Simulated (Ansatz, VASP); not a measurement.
# Cross-check of TiC between VASP and Ansatz

Wanted: the spread between two codes on one cell, functional and k mesh. The cell is taken from a series of VASP runs on this material, whose earlier steps may have relaxed, scaled or displaced it; both programs get it as it stands.

Main program and level: Ansatz 0.2.0; plane waves, with VASP 6.6.1 beside it; zone-centre phonons at PBE.

### Step 1. Set-up

The structure is cubic, space group Fm-3m (No. 225). Conventional cell: a = 4.334 Å, b = 4.334 Å, c = 4.334 Å, α = 90.00°, β = 90.00°, γ = 90.00°. Nearest to Ti lie 6 C at 2.17 Å. Nearest to C lie 6 Ti at 2.17 Å. Farther neighbours are not listed.

Coordinates:

```xyz
2
Lattice="0.0000 2.1671 2.1671 2.1671 0.0000 2.1671 2.1671 2.1671 0.0000" Properties=species:S:1:pos:R:3 pbc="T T T"
Ti    2.1671    2.1671    2.1671
C     0.0000    0.0000    0.0000
```

### Step 2. VASP: zone-centre phonons, PBE

Second derivatives magnify differences that forces hide, and they need a tight electronic threshold.

Lines of VASP's logs that name or quote its potential files are left out, and so is its time.

INCAR reads:

```
SYSTEM = TiC
PREC = Accurate
ENCUT = 520
EDIFF = 1E-08
NELM = 100
ISMEAR = 0
SIGMA = 0.05
LREAL = .FALSE.
ALGO = Normal
GGA = PE
NBANDS = 14
LASPH = .TRUE.
LORBIT = 11
LWAVE = .FALSE.
LCHARG = .FALSE.
KPAR = 8
IBRION = 8
ISIF = 2
```

POSCAR reads:

```
TiC
1.0
    0.0000000000      2.1671073813      2.1671073813
    2.1671073813      0.0000000000      2.1671073813
    2.1671073813      2.1671073813      0.0000000000
Ti C
1 1
Direct
    0.5000000000      0.5000000000      0.5000000000
    0.0000000000      0.0000000000      0.0000000000
```

KPOINTS reads:

```
Automatic mesh
0
Gamma
14 14 14
0 0 0
```

The projector-augmented-wave data sets are Ti_sv and C (PBE family, release 64).

Command:

```bash
> mpirun -np 8 vasp_std
```

Numbers of over 12 decimals in the logs are rounded to 6 here.

What it wrote:

```text
[banner, memory and clock lines left out]
running    8 mpi-ranks, on    1 nodes
 distrk:  each k-point on    1 cores,    8 groups
 distr:  one band on    1 cores,    1 groups

 POSCAR found type information on POSCAR TiC
 POSCAR found :  2 types and       2 ions
|                                                                             |
|           W    W    AA    RRRRR   N    N  II  N    N   GGGG   !!!           |
|           W    W   A  A   R    R  NN   N  II  NN   N  G    G  !!!           |
|           W    W  A    A  R    R  N N  N  II  N N  N  G       !!!           |
|           W WW W  AAAAAA  RRRRR   N  N N  II  N  N N  G  GGG   !            |
|           WW  WW  A    A  R   R   N   NN  II  N   NN  G    G                |
|           W    W  A    A  R    R  N    N  II  N    N   GGGG   !!!           |
|                                                                             |
|     For optimal performance we recommend to set                             |
|       NCORE = 2 up to number-of-cores-per-socket                            |
|     NCORE specifies how many cores store one orbital (NPAR=cpu/NCORE).      |
|     This setting can greatly improve the performance of VASP for DFT.       |
|     The default, NCORE=1 might be grossly inefficient on modern             |
|     multi-core architectures or massively parallel machines. Do your        |
|     Unfortunately you need to use the default for GW and RPA                |
|     calculations (for HF NCORE is supported but not extensively tested      |
|     yet).                                                                   |
|                                                                             |

 LDA part: xc-table for (Slater+PW92), standard interpolation
 POSCAR, INCAR and KPOINTS ok, starting setup
 FFT: planning ... GRIDC
 FFT: planning ... GRID_SOFT
 FFT: planning ... GRID
 WAVECAR not read
 entering main loop
       N       E                     dE             d eps       ncg     rms          rms(c)
DAV:   1     0.122762160972E+03    0.12276E+03   -0.85570E+03  2912   0.141E+03
DAV:   2    -0.128025423389E+02   -0.13556E+03   -0.12743E+03  3104   0.349E+02
DAV:   3    -0.238582524263E+02   -0.11056E+02   -0.10883E+02  4728   0.925E+01
DAV:   4    -0.243147499384E+02   -0.45650E+00   -0.45610E+00  3386   0.148E+01
DAV:   5    -0.243275249370E+02   -0.12775E-01   -0.12774E-01  4036   0.215E+00    0.182E+01
DAV:   6    -0.193690808803E+02    0.49584E+01   -0.13507E+01  4132   0.603E+01    0.708E+00
DAV:   7    -0.187519165359E+02    0.61716E+00   -0.24004E+00  3510   0.230E+01    0.500E+00
DAV:   8    -0.187265473844E+02    0.25369E-01   -0.11106E-01  3218   0.369E+00    0.357E+00
DAV:   9    -0.187122045742E+02    0.14343E-01   -0.12471E-01  3614   0.495E+00    0.699E-01
DAV:  10    -0.187119719834E+02    0.23259E-03   -0.13236E-02  3786   0.137E+00    0.683E-01
DAV:  11    -0.187096317296E+02    0.23403E-02   -0.33416E-03  3252   0.884E-01    0.291E-01
DAV:  12    -0.187093301332E+02    0.30160E-03   -0.65092E-04  3596   0.370E-01    0.439E-02
DAV:  13    -0.187093241350E+02    0.59982E-05   -0.63760E-05  3362   0.894E-02    0.115E-02
DAV:  14    -0.187093234354E+02    0.69961E-06   -0.19452E-06  3892   0.180E-02    0.277E-03
DAV:  15    -0.187093234530E+02   -0.17591E-07   -0.19667E-07  3308   0.552E-03    0.152E-03
DAV:  16    -0.187093234411E+02    0.11824E-07   -0.35062E-08  3736   0.244E-03    0.433E-04
DAV:  17    -0.187093234549E+02   -0.13742E-07   -0.29187E-09  1762   0.630E-04    0.272E-04
DAV:  18    -0.187093234537E+02    0.11710E-08   -0.14222E-09  1594   0.496E-04
   1 F= -.18709323E+02 E0= -.18709127E+02  d E =-.393444E-03
 Linear response reoptimize wavefunctions to high precision
DAV:   1    -0.187093234559E+02   -0.21619E-08   -0.28193E-10  1852   0.276E-04
DAV:   2    -0.187093234559E+02   -0.11823E-10   -0.53831E-11  1522   0.647E-05
 Linear response DOF=           2
 Linear response progress:
  Degree of freedom:   1/  2
       N       E                     dE             d eps       ncg     rms          rms(c)
RMM:   1    -0.713048588076E+00   -0.71305E+00    0.46415E+00  6911   0.140E+02
RMM:   2    -0.686407412028E+00    0.26641E-01   -0.24450E-01 11600   0.497E+00    0.225E-01
RMM:   3    -0.684769538980E+00    0.16379E-02   -0.18620E-02 13535   0.115E+00    0.112E-01
RMM:   4    -0.684018492427E+00    0.75105E-03   -0.84375E-03 14810   0.529E-01    0.227E-02
RMM:   5    -0.684638644661E+00   -0.62015E-03   -0.12960E-03 15774   0.210E-01    0.113E-02
RMM:   6    -0.685018415109E+00   -0.37977E-03   -0.33100E-04 15567   0.898E-02    0.727E-03
RMM:   7    -0.685531680123E+00   -0.51327E-03   -0.70630E-05 14116   0.461E-02    0.599E-03
RMM:   8    -0.685383085250E+00    0.14859E-03   -0.32505E-05 15181   0.237E-02    0.513E-04
RMM:   9    -0.685353937355E+00    0.29148E-04   -0.14981E-05 15784   0.129E-02    0.887E-04
RMM:  10    -0.685385374826E+00   -0.31437E-04   -0.11095E-05 15277   0.770E-03    0.185E-04
RMM:  11    -0.685394682590E+00   -0.93078E-05   -0.82779E-06 16115   0.499E-03    0.363E-05
RMM:  12    -0.685395766891E+00   -0.10843E-05   -0.57727E-06 16541   0.339E-03    0.563E-05
RMM:  13    -0.685397835851E+00   -0.20690E-05   -0.45620E-06 15481   0.253E-03    0.358E-05
RMM:  14    -0.685398851331E+00   -0.10155E-05   -0.35295E-06 16107   0.196E-03    0.253E-05
[...]
RMM:  23    -0.685400538751E+00    0.14888E-07   -0.54060E-07 13831   0.480E-04    0.174E-05
RMM:  24    -0.685400743125E+00   -0.20437E-06   -0.41946E-07 14218   0.426E-04    0.163E-05
RMM:  25    -0.685400744666E+00   -0.15404E-08   -0.38623E-07 14595   0.371E-04    0.190E-05
RMM:  26    -0.685400748668E+00   -0.40022E-08   -0.33015E-07 10392   0.325E-04    0.216E-05
RMM:  27    -0.685400753748E+00   -0.50800E-08   -0.35053E-07  8939   0.284E-04    0.235E-05
RMM:  28    -0.685400757591E+00   -0.38435E-08   -0.19888E-07 11307   0.250E-04    0.246E-05
RMM:  29    -0.685400723661E+00    0.33930E-07   -0.20311E-07 11988   0.221E-04    0.272E-05
RMM:  30    -0.685400736038E+00   -0.12377E-07   -0.13841E-07 15319   0.197E-04    0.259E-05
 first order change of Fermi-energy   0.15522E-03
 force on displaced ion       1 direction 1 :  -9.302   0.000   0.000
 Linear response progress:
  Degree of freedom:   2/  2
       N       E                     dE             d eps       ncg     rms          rms(c)
RMM:   1    -0.124140884976E+00   -0.12414E+00   -0.26371E-02 14773   0.219E+00
RMM:   2    -0.116870514112E+00    0.72704E-02   -0.52012E-03 13220   0.521E-01    0.137E-01
RMM:   3    -0.117624367549E+00   -0.75385E-03   -0.18619E-03 13622   0.227E-01    0.642E-02
RMM:   4    -0.118707127589E+00   -0.10828E-02   -0.64868E-04 13884   0.141E-01    0.160E-02
RMM:   5    -0.118850205017E+00   -0.14308E-03   -0.14353E-04 15527   0.567E-02    0.260E-03
RMM:   6    -0.118841572703E+00    0.86323E-05   -0.19738E-05 15445   0.225E-02    0.127E-03
RMM:   7    -0.118841838295E+00   -0.26559E-06   -0.40773E-06 15897   0.104E-02    0.506E-04
RMM:   8    -0.118842509096E+00   -0.67080E-06   -0.68524E-07 15799   0.491E-03    0.318E-04
RMM:   9    -0.118841471006E+00    0.10381E-05    0.25613E-07 15900   0.263E-03    0.793E-05
RMM:  10    -0.118840910973E+00    0.56003E-06   -0.67867E-07 16020   0.138E-03    0.428E-05
RMM:  11    -0.118840873578E+00    0.37394E-07   -0.32858E-07 16373   0.702E-04    0.165E-05
RMM:  12    -0.118840939299E+00   -0.65720E-07   -0.16210E-07 16031   0.373E-04    0.147E-05
RMM:  13    -0.118840954078E+00   -0.14779E-07   -0.56171E-08 16042   0.207E-04    0.682E-06
RMM:  14    -0.118840924874E+00    0.29204E-07   -0.20878E-08 16261   0.111E-04    0.239E-06
RMM:  15    -0.118840933914E+00   -0.90399E-08   -0.23189E-08 16261   0.604E-05    0.499E-06
 first order change of Fermi-energy   0.23471E-03
 force on displaced ion       2 direction 1 :  -9.297   0.000   0.000
 Linear response finished
```

From OUTCAR (step 2):

```text
ion  position               nearest neighbor table
   1  0.500  0.500  0.500-   2 2.17   2 2.17   2 2.17   2 2.17   2 2.17   2 2.17
   2  0.000  0.000  0.000-   1 2.17   1 2.17   1 2.17   1 2.17   1 2.17   1 2.17

  LATTYP: Found a face centered cubic cell.
 ALAT       =     4.3342147626

 Subroutine GETGRP returns: Found 48 space group operations
 (whereof 48 operations were pure point group operations)

The static configuration has the point symmetry O_h .

 Found    104 irreducible k-points:

   k-points           NKPTS =    104   k-points in BZ     NKDIM =    104   number of bands    NBANDS=     14

   dimension x,y,z NGX =    24 NGY =   24 NGZ =   24
   dimension x,y,z NGXF=    48 NGYF=   48 NGZF=   48

   ENCUT  =  520.0 eV  38.22 Ry    6.18 a.u.   5.70  5.70  5.70*2*pi/ulx,y,z

   NELECT =      16.0000    total number of electrons

 k-points in reciprocal lattice and weights: Automatic mesh
   0.00000000  0.00000000  0.00000000       0.000
   0.07142857  0.00000000  0.00000000       0.003
   0.14285714  0.00000000  0.00000000       0.003
   0.21428571  0.00000000  0.00000000       0.003
   0.28571429  0.00000000  0.00000000       0.003
   0.35714286  0.00000000  0.00000000       0.003
   0.42857143  0.00000000  0.00000000       0.003
   0.50000000  0.00000000  0.00000000       0.001
   0.07142857  0.07142857  0.00000000       0.002
[...]
-0.28571429  0.42857143  0.21428571       0.009
  -0.28571429  0.50000000  0.21428571       0.004

 average (electrostatic) potential at core
       1 -71.2095       2 -44.4386

  Total       -0.0011213     -0.0011213     -0.0011213     -0.0000000      0.0000000      0.0000000
  in kB       -0.0882633     -0.0882633     -0.0882633     -0.0000000      0.0000000      0.0000000
  external PRESSURE =      -0.0882633 kB  Pullay stress =       0.0000000 kB

  energy-cutoff  :      520.00
  volume of cell :       20.36
      direct lattice vectors                 reciprocal lattice vectors
     0.000000000  2.167107381  2.167107381    -0.230722300  0.230722300  0.230722300
     2.167107381  0.000000000  2.167107381     0.230722300 -0.230722300  0.230722300
     2.167107381  2.167107381  0.000000000     0.230722300  0.230722300 -0.230722300

 POSITION                                       TOTAL-FORCE (eV/Angst)
 -----------------------------------------------------------------------------------
      2.16711      2.16711      2.16711        -0.000000      0.000000      0.000000
      0.00000      0.00000      0.00000         0.000000     -0.000000     -0.000000
 -----------------------------------------------------------------------------------
    total drift:                               -0.000000     -0.000000      0.000000

 Eigenvectors and eigenvalues of the dynamical matrix
 ----------------------------------------------------

   1 f  =   15.383855 THz    96.659613 2PiTHz  513.150175 cm-1    63.622484 meV
             X         Y         Z           dx          dy          dz
      2.167107  2.167107  2.167107    -0.447924    0.000000    0.000000
      0.000000  0.000000  0.000000     0.894072    0.000000    0.000000

   2 f  =   15.383855 THz    96.659613 2PiTHz  513.150175 cm-1    63.622484 meV
             X         Y         Z           dx          dy          dz
      2.167107  2.167107  2.167107     0.000000    0.000000   -0.447924
      0.000000  0.000000  0.000000     0.000000    0.000000    0.894072

   3 f  =   15.383855 THz    96.659613 2PiTHz  513.150175 cm-1    63.622484 meV
             X         Y         Z           dx          dy          dz
      2.167107  2.167107  2.167107    -0.000000    0.447924    0.000000
      0.000000  0.000000  0.000000     0.000000   -0.894072    0.000000

   4 f/i=    0.001691 THz     0.010623 2PiTHz    0.056396 cm-1     0.006992 meV
             X         Y         Z           dx          dy          dz
      2.167107  2.167107  2.167107    -0.000000   -0.894072    0.000000
      0.000000  0.000000  0.000000     0.000000   -0.447924    0.000000

   5 f/i=    0.001691 THz     0.010623 2PiTHz    0.056396 cm-1     0.006992 meV
             X         Y         Z           dx          dy          dz
      2.167107  2.167107  2.167107     0.894072    0.000000    0.000000
      0.000000  0.000000  0.000000     0.447924    0.000000    0.000000

   6 f/i=    0.001691 THz     0.010623 2PiTHz    0.056396 cm-1     0.006992 meV
             X         Y         Z           dx          dy          dz
      2.167107  2.167107  2.167107     0.000000    0.000000    0.894072
      0.000000  0.000000  0.000000     0.000000    0.000000    0.447924

 ELASTIC MODULI CONTR FROM IONIC RELAXATION (kBar)
 Direction    XX          YY          ZZ          XY          YZ          ZX
 --------------------------------------------------------------------------------
 XX           0.0000      0.0000      0.0000      0.0000      0.0000      0.0000
 YY           0.0000      0.0000      0.0000      0.0000      0.0000      0.0000
 ZZ           0.0000      0.0000      0.0000      0.0000      0.0000      0.0000
 XY           0.0000      0.0000      0.0000      0.0000      0.0000      0.0000
 YZ           0.0000      0.0000      0.0000      0.0000      0.0000      0.0000
 ZX           0.0000      0.0000      0.0000      0.0000      0.0000      0.0000
 --------------------------------------------------------------------------------
```

(Continued in part 2 of 2.)

[Lines on the potential files, build, host, timing and source positions are cut from VASP's logs without a mark.]

[Logs are printed without paths, hosts, clocks, repeated set-up lines and the standing remarks that a program may print on its own settings, such as how far it seeks lower states.]

[Hosts, paths, dates, database ids (printed as entryN), source tags and the programs' standing remarks are cut or masked in the printed files.]
